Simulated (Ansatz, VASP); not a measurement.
# Be3GaSb3 in VASP and in Ansatz

```xyz
7
Lattice="7.8479 0.0000 0.0000 -3.9239 6.7964 0.0000 0.0000 0.0000 4.9522" Properties=species:S:1:pos:R:3 pbc="T T T"
Be    3.9239    0.0000    0.0000
Be   -1.9620    3.3982    0.0000
Be    1.9620    3.3982    0.0000
Ga    0.0000    0.0000    0.0000
Sb    0.0000    4.5310    0.0000
Sb    3.9239    2.2655    0.0000
Sb    0.0000    0.0000    2.4761
```

Alike in both runs: functional PBE; k mesh 3 × 3 × 4; occupations gaussian, width 0.1 eV; no spin polarisation.

Ansatz relaxed the structure, and its values are those at the end. VASP's run is a single point on that final structure, the one shown.

|  | VASP | Ansatz |
| --- | --- | --- |
| version | VASP 6.6.1 | Ansatz 0.2.0 |
| potentials or method | VASP PAW PBE potentials, release 64 (Be, Ga_d, Sb) | scalar-relativistic, plane waves, PAW |
| plane-wave cutoff (eV) | 520 | 420 |
| valence electrons in the cell | 34 | 64 |

Ansatz gave:

* gap on the k mesh at the Fermi level (eV): none
* pressure (GPa): 0.1

Estimate VASP's values.

gap on the k mesh at the Fermi level (eV): none; pressure (GPa): 0.2.

A gap of «none» marks a metal or a gap that the smearing closes. The two sets of potentials don't hold the same shells in valence.

Spin-orbit coupling is left out, which matters for the levels of Sb.
